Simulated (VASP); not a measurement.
An input for Quantum ESPRESSO's pw.x (written as the equivalent of a VASP run, and not itself run):

```
&CONTROL
  calculation = 'scf'
  pseudo_dir = './pseudo'
  outdir = './out'
  tprnfor = .true.
  tstress = .true.
/
&SYSTEM
  ibrav = 0
  nat = 2
  ntyp = 2
  ecutwfc = 68
  occupations = 'smearing'
  smearing = 'fermi-dirac'
  degauss = 0.00147
  input_dft = 'pbe'
/
&ELECTRONS
  conv_thr = 7.3e-08
  electron_maxstep = 100
/
ATOMIC_SPECIES
  Ca 40.078 Ca.upf
  S 32.060 S.upf
CELL_PARAMETERS angstrom
     0.0000000    2.8757260    2.8757260
     2.8757260    0.0000000    2.8757260
     2.8757260    2.8757260    0.0000000
ATOMIC_POSITIONS crystal
  Ca   0.0000000  0.0000000  0.0000000
  S    0.5000000  0.5000000  0.5000000
K_POINTS automatic
  10 10 10 0 0 0
```

Problem. Write the VASP files for the same calculation (PBE).

Solution. One answer among several that fit: 
**INCAR**
```
SYSTEM = CaS
PREC = Accurate
ENCUT = 300
EDIFF = 1E-6
NELM = 100
ALGO = Normal
LREAL = .FALSE.
LASPH = .TRUE.
ISMEAR = -1
SIGMA = 0.02
GGA = PE
LWAVE = .FALSE.
LCHARG = .FALSE.
ISIF = 2
```

POSCAR:
```
CaS
1
    0.0000000000     2.8757260000     2.8757260000
    2.8757260000     0.0000000000     2.8757260000
    2.8757260000     2.8757260000     0.0000000000
Ca S
1 1
Direct
  0.0000000000   0.0000000000   0.0000000000
  0.5000000000   0.5000000000   0.5000000000
```

KPOINTS:
```
Automatic mesh
0
Gamma
10 10 10
0 0 0
```

POTCAR, in this order: Ca_sv S (PBE.64 set). Program: vasp_std.

The two are equivalent in intent, not identical: the potentials are each code's own (VASP's PAW set, PseudoDojo norm-conserving files in pw.x), so ENCUT and ecutwfc are chosen apart and not converted; conv_thr bounds pw.x's estimated SCF error, while EDIFF bounds the energy change between steps.

The structure is a typed CaS crystal (Fm-3m). The cell was not relaxed at this level.
